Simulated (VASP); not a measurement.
# Co3SbS4 (I-42m) in VASP: further runs

One crystal, Co3SbS4, is run at these levels: r2SCAN; tasks: single point.

Program: VASP 6.6.1. These are calculated values, not measurements. Logs are shortened: lines on timing, memory, paths and dates and some standing lists are left out, and cuts for length are marked.

## Step 1: The crystal as given

It takes space group I-42m (No. 121, tetragonal). The conventional cell has a = 5.282 Å, b = 5.282 Å, c = 9.958 Å, α = 90.00°, β = 90.00°, γ = 90.00°. Co (site symmetry -42m) is surrounded by 4 S at 2.14 Å. Co (site symmetry -4) is surrounded by 4 S at 2.16 Å. Around Sb (site symmetry -42m) lie 4 S at 2.61 Å. S (site symmetry m) has 3 Co at 2.14 to 2.16 Å as nearest neighbours.

The cell was built by a generator and needn't be a form met in nature.

## Step 2: Single point, r2SCAN

File POSCAR:

```
Co3SbS4
1.0
    0.0000000000      5.2820335898      0.0000000000
    5.2820335898      0.0000000000      0.0000000000
    2.6410167949      2.6410167949     -4.9788949678
Co Sb S
3 1 4
Direct
    0.5000000000      0.5000000000      0.0000000000
    0.7500000000      0.2500000000      0.5000000000
    0.2500000000      0.7500000000      0.5000000000
    0.0000000000      0.0000000000      0.0000000000
    0.4353557073      0.4353557073      0.7084902528
    0.5646442927      0.1438459602      0.2915097472
    0.8561540398      0.8561540398      0.7084902528
    0.1438459602      0.5646442927      0.2915097472
```

File INCAR.step1:

```
ALGO = Normal ; EDIFF = 1E-4
ENCUT = 520 ; GGA = PE
ISMEAR = 1 ; LASPH = True
LCHARG = False ; LREAL = False
LWAVE = True ; NBANDS = 38
NELM = 100 ; PREC = Accurate
SIGMA = 0.1363
```

File INCAR.step2:

```
ALGO = Normal ; EDIFF = 1E-7
ENCUT = 520 ; ISIF = 2
ISMEAR = 1 ; ISTART = 1
LASPH = True ; LCHARG = False
LMIXTAU = True ; LREAL = False
LWAVE = False ; METAGGA = R2SCAN
NBANDS = 38 ; NELM = 100
PREC = Accurate ; SIGMA = 0.1363
```

File KPOINTS:

```
k-points
0
Gamma
  4 4 4
```

Potentials or basis: VASP PAW PBE potentials, release 64 (Co, Sb, S).

Started as:

```
$ cat potpaw_PBE.64/Co/POTCAR potpaw_PBE.64/Sb/POTCAR potpaw_PBE.64/S/POTCAR > POTCAR
$ cp INCAR.step1 INCAR
$ mpirun -np 1 vasp_std > vasp.out
$ cp INCAR.step2 INCAR
$ mpirun -np 1 vasp_std > vasp.out
```

OUTCAR:

```text
EDIFF = 1E-7
   ENCUT = 520
   ISIF = 2
   ISMEAR = 1
   ISTART = 1
   LASPH = True
   LREAL = False
   METAGGA = R2SCAN
   NELM = 100
   PREC = Accurate

 ion  position               nearest neighbor table
   1  0.500  0.500  0.000-   7 2.14   6 2.14   8 2.14   5 2.14
   2  0.750  0.250  0.500-   6 2.16   5 2.16   7 2.16   8 2.16
   3  0.250  0.750  0.500-   8 2.16   5 2.16   7 2.16   6 2.16
   4  0.000  0.000  0.000-   5 2.61   6 2.61   8 2.61   7 2.61
   5  0.435  0.435  0.708-   1 2.14   2 2.16   3 2.16   4 2.61
   6  0.565  0.144  0.292-   1 2.14   2 2.16   3 2.16   4 2.61
   7  0.856  0.856  0.708-   1 2.14   2 2.16   3 2.16   4 2.61
   8  0.144  0.565  0.292-   1 2.14   3 2.16   2 2.16   4 2.61

  LATTYP: Found a body centered tetragonal cell.
 ALAT       =     5.2820335898
 C/A-ratio  =     1.8852189723

  Lattice vectors:

 A1 = (  -2.6410167949,   2.6410167949,   4.9788949678)
 A2 = (   2.6410167949,  -2.6410167949,   4.9788949678)
 A3 = (   2.6410167949,   2.6410167949,  -4.9788949678)

Analysis of symmetry for initial positions (statically):
=====================================================================
 Subroutine PRICEL returns:
 Original cell was already a primitive cell.

 Routine SETGRP: Setting up the symmetry group for a
 body centered tetragonal supercell.

 Subroutine GETGRP returns: Found  8 space group operations
 (whereof  8 operations were pure point group operations)
 out of a pool of 16 trial point group operations.

The static configuration has the point symmetry D_2d.

Analysis of symmetry for dynamics (positions and initial velocities):
=====================================================================
 Subroutine PRICEL returns:
 Original cell was already a primitive cell.

 Routine SETGRP: Setting up the symmetry group for a
 body centered tetragonal supercell.

 Subroutine GETGRP returns: Found  8 space group operations
 (whereof  8 operations were pure point group operations)
 out of a pool of 16 trial point group operations.

The dynamic configuration has the point symmetry D_2d.

 Subroutine INISYM returns: Found  8 space group operations
 (whereof  8 operations are pure point group operations),
 and found     1 'primitive' translations

----------------------------------------------------------------------------------------

                                     Primitive cell

  volume of cell :     138.9106

  direct lattice vectors                    reciprocal lattice vectors
     0.000000000  5.282033590  0.000000000     0.000000000  0.189321022  0.100423890
     5.282033590  0.000000000  0.000000000     0.189321022  0.000000000  0.100423890
     2.641016795  2.641016795 -4.978894968     0.000000000  0.000000000 -0.200847780

  length of vectors
     5.282033590  5.282033590  6.224093068     0.214306806  0.214306806  0.200847780

  position of ions in fractional coordinates (direct lattice)
     0.500000000  0.500000000  0.000000000
     0.750000000  0.250000000  0.500000000
     0.250000000  0.750000000  0.500000000
     0.000000000  0.000000000  0.000000000
     0.435355707  0.435355707  0.708490253
     0.564644293  0.143845960  0.291509747
     0.856154040  0.856154040  0.708490253
     0.143845960  0.564644293  0.291509747

  ion indices of the primitive-cell ions
   primitive index   ion index
                 1           1
                 2           2
                 3           3
                 4           4
                 5           5
                 6           6
                 7           7
                 8           8

----------------------------------------------------------------------------------------

 KPOINTS: k-points

Automatic generation of k-mesh.
 Grid dimensions read from file:
 generate k-points for:    4    4    4

 Generating k-lattice:

  Cartesian coordinates                     Fractional coordinates (reciprocal lattice)
     0.000000000  0.047330256  0.025105972     0.250000000  0.000000000  0.000000000
     0.047330256  0.000000000  0.025105972     0.000000000  0.250000000  0.000000000
     0.000000000  0.000000000 -0.050211945     0.000000000  0.000000000  0.250000000

  Length of vectors
     0.053576702  0.053576702  0.050211945

  Shift w.r.t. Gamma in fractional coordinates (k-lattice)
     0.000000000  0.000000000  0.000000000

 Subroutine IBZKPT returns following result:
 ===========================================

 Found     13 irreducible k-points:

 Following reciprocal coordinates:
            Coordinates               Weight
  0.000000  0.000000  0.000000      1.000000
  0.250000  0.000000  0.000000      8.000000
  0.500000  0.000000  0.000000      4.000000
  0.250000  0.250000  0.000000      8.000000
  0.500000  0.250000  0.000000     16.000000
 -0.250000  0.250000  0.000000      4.000000
  0.500000  0.500000  0.000000      2.000000
  0.000000  0.000000  0.250000      2.000000
  0.500000  0.000000  0.250000      4.000000
 -0.250000  0.000000  0.250000      8.000000
  0.500000  0.500000  0.250000      2.000000
 -0.250000 -0.250000  0.250000      4.000000
  0.000000  0.000000  0.500000      1.000000
   k-points           NKPTS =     13   k-points in BZ     NKDIM =     13   number of bands    NBANDS=     38
   number of dos      NEDOS =    301   number of ions     NIONS =      8
   total plane-waves  NPLWV =  76800
   dimension x,y,z NGX =    40 NGY =   40 NGZ =   48
   dimension x,y,z NGXF=    80 NGYF=   80 NGZF=   96
   ions per type =               3   1   4
   NGX,Y,Z   is equivalent  to a cutoff of  12.59, 12.59, 12.82 a.u.
   NGXF,Y,Z  is equivalent  to a cutoff of  25.18, 25.18, 25.64 a.u.
 SYSTEM =  unknown system
   PREC   = accura    normal or accurate (medium, high low for compatibility)
   ISTART =      1    job   : 0-new  1-cont  2-samecut
   ICHARG =      0    charge: 1-file 2-atom 10-const
   ISPIN  =      1    spin polarized calculation?
   LNONCOLLINEAR =      F non collinear calculations
   LSORBIT =      F    spin-orbit coupling
   LASPH  =      T    aspherical Exc in radial PAW
   ENCUT  =  520.0 eV  38.22 Ry    6.18 a.u.   9.82  9.82 11.57*2*pi/ulx,y,z
   NELM   =    100;   NELMIN=  2; NELMDL=  0     # of ELM steps
   EDIFF  = 0.1E-06   stopping-criterion for ELM
   LREAL  =      F    real-space projection
   EDIFFG = 0.1E-05   stopping-criterion for IOM
   NSW    =      0    number of steps for IOM
   IBRION =     -1    ionic relax: 0-MD 1-quasi-New 2-CG
   NFREE  =      0    steps in history (QN), initial steepest desc. (CG)
   ISIF   =      2    stress and relaxation
   ISYM   =      2    0-nonsym 1-usesym 2-fastsym
   POTIM  = 0.5000    time-step for ionic-motion
   TEBEG  =    0.0;   TEEND  =   0.0 temperature during run
   PSTRESS=    0.0 pullay stress
   NELECT =      56.0000    total number of electrons
   NUPDOWN=      -1.0000    fix difference up-down
   EMIN   =  10.00;   EMAX   =-10.00  energy-range for DOS
   EFERMI =   0.00;   METHOD = LEGACY
   ISMEAR =     1;   SIGMA  =   0.14  broadening in eV -4-tet -1-fermi 0-gaus
   EFERMI_NEDOS =   21; number of points for ismear=-14 and -15
   IALGO  =     38    algorithm
   IMIX   =      4    mixing-type and parameters
     AMIX     =   0.40;   BMIX     =  1.00
     AMIX_MAG =   1.60;   BMIX_MAG =  1.00
  volume/ion in A,a.u.               =      17.36       117.18
  Fermi-wavevector in a.u.,A,eV,Ry     =   1.209370  2.285377 19.899542  1.462575
  Thomas-Fermi vector in A             =   2.344949
   LORBIT       =      0    0 simple, 1 ext, 2 COOP (PROOUT), +10 PAW based schemes
   METAGGA = R2SCAN    functional components
   LHFCALC =     F    Hartree Fock is set to
   AEXX    =    0.0000 exact exchange contribution
   IVDW    =     0    specifies the selected vdW correction
   LEPSILON=     F    determine dielectric tensor
   LRPA    =     F    only Hartree local field effects (RPA)
 non-spin polarized calculation
 Methfessel and Paxton  Order N= 1 SIGMA  =   0.14
  energy-cutoff  :      520.00
  volume of cell :      138.91
 maximum number of plane-waves:      3766
   NGX = 19   NGY = 19   NGZ = 23

 number of electron      55.9999989 magnetization

 Free energy of the ion-electron system (eV)
  ---------------------------------------------------
  ext. energy  EPLUGINS =         0.00000000
  ---------------------------------------------------
  free energy    TOTEN  =       -98.32198035 eV

  energy without entropy =      -98.31257091  energy(sigma->0) =      -98.31884387

 E-fermi :   7.2691     XC(G=0): -11.1862

 val. band max:        7.2533208736   @ k =   0.5000   0.5000   0.2500
 cond. band min:       7.2691094348   @ k =   0.5000   0.5000   0.0000
 fundamental gap:      0.0157885613
 Fermi energy:         7.2691010062

 k-point     1 :       0.0000    0.0000    0.0000
  band No.  band energies     occupation
      1      -9.0378      2.00000
      2      -7.1075      2.00000
      3      -7.1075      2.00000
      4      -7.0984      2.00000
      5      -2.7289      2.00000
      6       0.2377      2.00000
[... 30 lines left out ...]
     37      12.3476      0.00000
     38      13.9466      0.00000

 k-point     2 :       0.2500    0.0000    0.0000
  band No.  band energies     occupation
      1      -8.7699      2.00000
      2      -7.3840      2.00000
      3      -7.2443      2.00000
      4      -7.1106      2.00000
      5      -2.6695      2.00000
      6       0.4105      2.00000
[... 30 lines left out ...]
     37      13.0067      0.00000
     38      13.2320      0.00000
[... 408 lines left out ...]
     37      12.5807      0.00000
     38      13.5509      0.00000

 k-point    13 :       0.0000    0.0000    0.5000
  band No.  band energies     occupation
      1      -8.2962      2.00000
      2      -8.0662      2.00000
      3      -7.1350      2.00000
      4      -7.1350      2.00000
      5      -3.1306      2.00000
      6       0.5130      2.00000
[... 30 lines left out ...]
     37      12.7689      0.00000
     38      12.8041      0.00000

------------------------ aborting loop because EDIFF is reached ----------------------------------------

  FORCE on cell =-STRESS in cart. coord.  units (eV):
  Direction    XX          YY          ZZ          XY          YZ          ZX
  --------------------------------------------------------------------------------------
  -------------------------------------------------------------------------------------
  Total        0.0404840      0.0404840      0.0565463      0.0000000     -0.0000000      0.0000000
  in kB        0.4669379      0.4669379      0.6521983      0.0000000     -0.0000000      0.0000000
  external PRESSURE =       0.5286914 kB  Pullay stress =       0.0000000 kB

 VOLUME and BASIS-vectors are now :
 -----------------------------------------------------------------------------
  energy-cutoff  :      520.00
  volume of cell :      138.91
      direct lattice vectors                 reciprocal lattice vectors
     0.000000000  5.282033590  0.000000000     0.000000000  0.189321022  0.100423890
     5.282033590  0.000000000  0.000000000     0.189321022  0.000000000  0.100423890
     2.641016795  2.641016795 -4.978894968     0.000000000  0.000000000 -0.200847780

 POSITION                                       TOTAL-FORCE (eV/Angst)
 -----------------------------------------------------------------------------------
      2.64102      2.64102      0.00000         0.000000      0.000000      0.000000
      2.64102      5.28203     -2.48945         0.000000     -0.000000      0.000000
      5.28203      2.64102     -2.48945        -0.000000      0.000000      0.000000
      0.00000      0.00000      0.00000         0.000000      0.000000      0.000000
      4.17070      4.17070     -3.52750        -0.007449     -0.007449      0.001976
      1.52968      3.75235     -1.45140        -0.007449      0.007449     -0.001976
      6.39337      6.39337     -3.52750         0.007449      0.007449      0.001976
      3.75235      1.52968     -1.45140         0.007449     -0.007449     -0.001976
 -----------------------------------------------------------------------------------
    total drift:                               -0.000072     -0.000072      0.000041

  FREE ENERGIE OF THE ION-ELECTRON SYSTEM (eV)
  ---------------------------------------------------
  free  energy   TOTEN  =       -98.3219803490 eV

  energy  without entropy=      -98.3125709127  energy(sigma->0) =      -98.31884387
```

Run time: 4.2 min. Hardware: 1 thread of Intel Xeon Platinum 8375C at 2.90GHz (Ice Lake), shared host; peak memory 0.32 GiB.

What came out:

| Quantity | Value |
| --- | --- |
| Free energy | -98.3220 eV |
| Pressure | 0.1 GPa |
| Largest force | 0.011 eV/Å |
| Band gap on the k mesh | none (metal or under the smearing width) |

Forces in eV/Å, atoms in the order of the input:
```
Co   0.000  0.000  0.000
Co   0.000  0.000  0.000
Co   0.000  0.000  0.000
Sb   0.000  0.000  0.000
S   -0.007 -0.007  0.002
S   -0.007  0.007 -0.002
S    0.007  0.007  0.002
S    0.007 -0.007 -0.002
```

Levels at points of the mesh, in eV from the Fermi level:
```csv
k point,band 25,band 26,band 27,band 28,band 29,band 30,band 31,band 32
"(0.00, 0.00, 0.00)",-0.87,-0.80,-0.80,-0.23,0.03,1.61,1.76,1.76
"(0.50, 0.00, 0.00)",-0.91,-0.53,-0.46,-0.19,-0.09,0.45,0.46,1.09
"(0.50, 0.50, 0.00)",-0.51,-0.51,-0.14,0.00,0.22,0.38,0.60,1.47
"(0.00, 0.00, 0.50)",-0.48,-0.21,-0.21,-0.08,0.08,0.30,0.30,0.80
```

Caveat: the PAW data sets were made with another functional, which shifts forces and pressure a little; the run has no spin polarisation, though such a crystal can be magnetic. Spin polarisation is off, so any magnetic state and its effect on volume and gap are missing.

## Step 3: Single point, r2SCAN

File POSCAR:

```
Co3SbS4
1.0
    0.0000000000      5.2820304103      0.0000000000
    5.2820304103      0.0000000000      0.0000000000
    2.6410152052      2.6410152052     -4.9788951002
Co Sb S
3 1 4
Direct
    0.5000000000      0.5000000000      0.0000000000
    0.7500000000      0.2500000000      0.5000000000
    0.2500000000      0.7500000000      0.5000000000
    0.0000000000      0.0000000000      0.0000000000
    0.4353552389      0.4353552389      0.7084908312
    0.5646447611      0.1438460701      0.2915091688
    0.8561539299      0.8561539299      0.7084908312
    0.1438460701      0.5646447611      0.2915091688
```

File INCAR.step1:

```
ALGO = Normal ; EDIFF = 1E-4
ENCUT = 520 ; GGA = PE
ISMEAR = 1 ; LASPH = T
LCHARG = F ; LREAL = F
LWAVE = T ; NBANDS = 38
NELM = 100 ; PREC = Accurate
SIGMA = 0.1363
```

File INCAR.step2:

```
ALGO = Normal ; EDIFF = 1E-6
ENCUT = 520 ; ISIF = 2
ISMEAR = 1 ; ISTART = 1
LASPH = T ; LCHARG = T
LELF = T ; LMIXTAU = T
LREAL = F ; LVHAR = T
LWAVE = F ; METAGGA = R2SCAN
NBANDS = 38 ; NELM = 100
PREC = Accurate ; SIGMA = 0.1363
```

KPOINTS is that of step 2.

Potentials or basis: VASP PAW PBE potentials, release 64 (Co, Sb, S).

Started as:

```
$ cat potpaw_PBE.64/Co/POTCAR potpaw_PBE.64/Sb/POTCAR potpaw_PBE.64/S/POTCAR > POTCAR
$ cp INCAR.step1 INCAR
$ mpirun -np 1 vasp_std > vasp.out
$ cp INCAR.step2 INCAR
$ mpirun -np 1 vasp_std > vasp.out
```

It took 4.1 min on 1 thread of Intel Xeon Platinum 8375C at 2.90GHz (Ice Lake), shared host; peak memory 0.32 GiB.

The run converged. Its results:

| Property | Result |
| --- | --- |
| Free energy | -98.3220 eV |
| Pressure | 0.1 GPa |
| Largest force | 0.011 eV/Å |
| Band gap on the k mesh | none (metal or under the smearing width) |

Forces in eV/Å, atoms in the order of the input:
```
Co   0.000  0.000  0.000
Co   0.000  0.000  0.000
Co   0.000  0.000  0.000
Sb   0.000  0.000  0.000
S   -0.007 -0.007  0.002
S   -0.007  0.007 -0.002
S    0.007  0.007  0.002
S    0.007 -0.007 -0.002
```

Levels at points of the mesh, in eV from the Fermi level:
```tsv
k point	band 26	band 27	band 28	band 29	band 30	band 31
(0.00, 0.00, 0.00)	-0.80	-0.80	-0.23	0.03	1.61	1.76
(0.50, 0.00, 0.00)	-0.53	-0.46	-0.19	-0.09	0.45	0.46
(0.50, 0.50, 0.00)	-0.51	-0.14	0.00	0.22	0.38	0.60
(0.00, 0.00, 0.50)	-0.21	-0.21	-0.08	0.08	0.30	0.30
```

Caveat: the PAW data sets were made with another functional, which shifts forces and pressure a little; the run has no spin polarisation, though such a crystal can be magnetic. The run has no spin-orbit coupling, so splittings on Sb are missing.
